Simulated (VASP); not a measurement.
Output of a VASP run:

### OSZICAR
```
...
DAV:   2    -0.215071765626E+03   -0.34501E-03   -0.66384E-03  2208   0.343E-01    0.892E-02
DAV:   3    -0.215071692126E+03    0.73499E-04   -0.70844E-04  2459   0.108E-01    0.422E-02
DAV:   4    -0.215071675207E+03    0.16919E-04   -0.19047E-04  2792   0.592E-02    0.232E-02
DAV:   5    -0.215071671884E+03    0.33229E-05   -0.42521E-05  2648   0.282E-02    0.110E-02
DAV:   6    -0.215071671725E+03    0.15848E-06   -0.26117E-06  1597   0.731E-03
  22 F= -.21507167E+03 E0= -.21507167E+03  d E =-.471164E-03
       N       E                     dE             d eps       ncg     rms          rms(c)
DAV:   1    -0.215071668220E+03    0.36644E-05   -0.38269E-04  1875   0.133E-01    0.148E-02
DAV:   2    -0.215071672068E+03   -0.38481E-05   -0.68219E-05  2150   0.347E-02    0.853E-03
DAV:   3    -0.215071671244E+03    0.82345E-06   -0.68153E-06  2088   0.109E-02
  23 F= -.21507167E+03 E0= -.21507167E+03  d E =-.470682E-03
       N       E                     dE             d eps       ncg     rms          rms(c)
DAV:   1    -0.215071564085E+03    0.10798E-03   -0.10924E-02  2056   0.818E-01    0.345E-02
DAV:   2    -0.215071737958E+03   -0.17387E-03   -0.20755E-03  1912   0.181E-01    0.206E-02
DAV:   3    -0.215071745549E+03   -0.75910E-05   -0.13104E-04  2616   0.473E-02    0.125E-02
DAV:   4    -0.215071743852E+03    0.16966E-05   -0.70257E-06  2088   0.158E-02    0.540E-03
DAV:   5    -0.215071743833E+03    0.19394E-07   -0.30511E-06  1440   0.864E-03
  24 F= -.21507174E+03 E0= -.21507174E+03  d E =-.725889E-04
       N       E                     dE             d eps       ncg     rms          rms(c)
DAV:   1    -0.215071098329E+03    0.64552E-03   -0.43287E-02  2056   0.163E+00    0.687E-02
DAV:   2    -0.215071785687E+03   -0.68736E-03   -0.81850E-03  1920   0.359E-01    0.407E-02
DAV:   3    -0.215071815838E+03   -0.30150E-04   -0.51436E-04  2629   0.939E-02    0.244E-02
DAV:   4    -0.215071810260E+03    0.55779E-05   -0.30494E-05  2784   0.310E-02    0.108E-02
DAV:   5    -0.215071810235E+03    0.24786E-07   -0.12709E-05  2400   0.154E-02    0.356E-03
DAV:   6    -0.215071810527E+03   -0.29194E-06   -0.12554E-06  1184   0.512E-03
  25 F= -.21507181E+03 E0= -.21507181E+03  d E =-.139283E-03
       N       E                     dE             d eps       ncg     rms          rms(c)
DAV:   1    -0.215071717098E+03    0.93137E-04   -0.60432E-03  2088   0.674E-01    0.263E-02
DAV:   2    -0.215071852751E+03   -0.13565E-03   -0.15666E-03  1920   0.158E-01    0.144E-02
DAV:   3    -0.215071858678E+03   -0.59277E-05   -0.88716E-05  2664   0.386E-02    0.889E-03
DAV:   4    -0.215071858166E+03    0.51213E-06   -0.31963E-06  1552   0.113E-02
  26 F= -.21507186E+03 E0= -.21507186E+03  d E =-.476392E-04
       N       E                     dE             d eps       ncg     rms          rms(c)
DAV:   1    -0.215070685517E+03    0.11732E-02   -0.54297E-02  2088   0.202E+00    0.789E-02
DAV:   2    -0.215071898245E+03   -0.12127E-02   -0.14023E-02  1920   0.471E-01    0.427E-02
DAV:   3    -0.215071952666E+03   -0.54421E-04   -0.80584E-04  2672   0.116E-01    0.262E-02
DAV:   4    -0.215071949056E+03    0.36100E-05   -0.37521E-05  2773   0.337E-02    0.131E-02
DAV:   5    -0.215071947736E+03    0.13200E-05   -0.11152E-05  2410   0.173E-02    0.427E-03
DAV:   6    -0.215071947990E+03   -0.25393E-06   -0.55867E-06  1869   0.950E-03
  27 F= -.21507195E+03 E0= -.21507195E+03  d E =-.137463E-03
```

OUTCAR:
```
------------------------ aborting loop because EDIFF is reached ----------------------------------------
  FORCE on cell =-STRESS in cart. coord.  units (eV):
  Direction    XX          YY          ZZ          XY          YZ          ZX
  --------------------------------------------------------------------------------------
  Total        0.0081942      0.0479193      0.0349178      0.0000000      0.0000000      0.0000000
  in kB        0.0497147      0.2907301      0.2118492      0.0000000      0.0000000      0.0000000
  external PRESSURE =       0.1840980 kB  Pullay stress =       0.0000000 kB
  volume of cell :      264.08
      direct lattice vectors                 reciprocal lattice vectors
     5.177755936  0.000000000 -0.000000000     0.193133862  0.000000000 -0.000000000
     0.000000000  9.262737286  0.000000000     0.000000000  0.107959448  0.000000000
     0.000000000  0.000000000  5.506176247     0.000000000  0.000000000  0.181614237
 POSITION                                       TOTAL-FORCE (eV/Angst)
 -----------------------------------------------------------------------------------
      0.71588      3.43691      2.23988         0.001138      0.002211      0.007129
      4.46188      5.82583      3.26629        -0.001138     -0.002211     -0.007129
      1.87300      5.82583      4.99297        -0.001138     -0.002211      0.007129
      3.30476      3.43691      0.51320         0.001138      0.002211     -0.007129
      3.30476      1.19446      3.26629         0.001138     -0.002211     -0.007129
      1.87300      8.06828      2.23988        -0.001138      0.002211      0.007129
      4.46188      8.06828      0.51320        -0.001138      0.002211     -0.007129
      0.71588      1.19446      4.99297         0.001138     -0.002211      0.007129
      2.40455      2.50356      2.15726        -0.002291     -0.001836      0.001454
      2.77321      6.75917      3.34891         0.002291      0.001836     -0.001454
      0.18433      6.75917      4.91035         0.002291      0.001836      0.001454
      4.99343      2.50356      0.59582        -0.002291     -0.001836     -0.001454
      4.99343      2.12781      3.34891        -0.002291      0.001836     -0.001454
      0.18433      7.13493      2.15726         0.002291     -0.001836      0.001454
      2.77321      7.13493      0.59582         0.002291     -0.001836     -0.001454
      2.40455      2.12781      4.91035        -0.002291      0.001836      0.001454
      4.22790      0.09610      4.69056         0.007354     -0.003163      0.003877
      0.94985      9.16664      0.81561        -0.007354      0.003163     -0.003877
      3.53873      9.16664      1.93748        -0.007354      0.003163      0.003877
      1.63903      0.09610      3.56870         0.007354     -0.003163     -0.003877
      1.63903      4.53527      0.81561         0.007354      0.003163     -0.003877
      3.53873      4.72747      4.69056        -0.007354     -0.003163      0.003877
      0.94985      4.72747      3.56870        -0.007354     -0.003163     -0.003877
      4.22790      4.53527      1.93748         0.007354      0.003163      0.003877
 -----------------------------------------------------------------------------------
    total drift:                                0.000000      0.000000     -0.000000
  FREE ENERGIE OF THE ION-ELECTRON SYSTEM (eV)
  ---------------------------------------------------
  free  energy   TOTEN  =      -215.0719479896 eV

  energy  without entropy=     -215.0719479896  energy(sigma->0) =     -215.07194799

 reached required accuracy - stopping structural energy minimisation
```
(Selected blocks of OUTCAR.)

### POSCAR
```
TiO2
1
    5.0373840000     0.0000000000     0.0000000000
    0.0000000000     8.9946860000     0.0000000000
    0.0000000000     0.0000000000     5.3406570000
Ti O
8 16
Direct
  0.1379100000   0.3710300000   0.4025800000
  0.8620900000   0.6289700000   0.5974200000
  0.3620900000   0.6289700000   0.9025800000
  0.6379100000   0.3710300000   0.0974200000
  0.6379100000   0.1289700000   0.5974200000
  0.3620900000   0.8710300000   0.4025800000
  0.8620900000   0.8710300000   0.0974200000
  0.1379100000   0.1289700000   0.9025800000
  0.4647100000   0.2697100000   0.3899900000
  0.5352900000   0.7302900000   0.6100100000
  0.0352900000   0.7302900000   0.8899900000
  0.9647100000   0.2697100000   0.1100100000
  0.9647100000   0.2302900000   0.6100100000
  0.0352900000   0.7697100000   0.3899900000
  0.5352900000   0.7697100000   0.1100100000
  0.4647100000   0.2302900000   0.8899900000
  0.8166300000   0.0104800000   0.8511900000
  0.1833700000   0.9895200000   0.1488100000
  0.6833700000   0.9895200000   0.3511900000
  0.3166300000   0.0104800000   0.6488100000
  0.3166300000   0.4895200000   0.1488100000
  0.6833700000   0.5104800000   0.8511900000
  0.1833700000   0.5104800000   0.6488100000
  0.8166300000   0.4895200000   0.3511900000
```

Write an INCAR and KPOINTS that could have produced this output.

One answer among several that fit: the input of the run itself, PBE GGA, plane waves, VASP's PBE PAW potentials (set 64).

### KPOINTS
```
Automatic mesh
0
Gamma
3 2 3
0 0 0
```

INCAR:
```
ALGO  =  Normal
EDIFF  =  1E-6
EDIFFG  =  -0.01
ENCUT  =  560
GGA  =  PE
IBRION  =  2
ISIF  =  3
ISMEAR  =  0
LASPH  =  .TRUE.
LCHARG  =  .FALSE.
LMAXMIX  =  4
LREAL  =  Auto
LWAVE  =  .FALSE.
NELM  =  100
NSW  =  50
PREC  =  Accurate
SIGMA  =  0.01
SYSTEM  =  TiO2
```

POTCAR, in this order: Ti_sv O (PBE.64 set). Program: vasp_std.

Energy and stress use the plane-wave basis of the starting cell.

The structure comes from a computed database's TiO2 entry, a phase known from measurement. This run relaxes it. Symmetry was kept, so distortions that lower it aren't found. The run is one of a series of settings (EDIFFG = -0.01, ENCUT = 560, IBRION = 2, ISIF = 3, NSW = 50 against the base run), some of them coarse on purpose.
